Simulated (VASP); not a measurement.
Input:

```
Se
1.0
    1.75438    -3.03868     0.00000
    1.75438     3.03868     0.00000
    0.00000     0.00000     5.12327
Se
3
Direct
  0.00000   0.29330   0.66667
  0.70670   0.70670   0.00000
  0.29330   0.00000   0.33333
```

Level of theory: PBEsol GGA, VASP's PBE PAW potentials (set 64) (plane waves; VASP 6.6.1). Numerical set-up: 500 eV cut-off, 7×7×5 Γ-centred mesh, Gaussian smearing of 0.050 eV, potentials Se.

Without a dispersion term in the relaxation, distances and binding between the weakly bound layers, chains or molecules are unreliable, and so is what depends on them.

Task: Estimate the energy per atom (σ→0), pressure.

Result: 
```json
{
 "energy per atom (σ→0)": "-3.600 eV/atom",
 "pressure": "19.88 GPa"
}
```

The absolute energy has meaning only against runs of the same code, potentials and settings.

The compound is Se in the trig structure. It was relaxed first under an external pressure of 20 GPa.
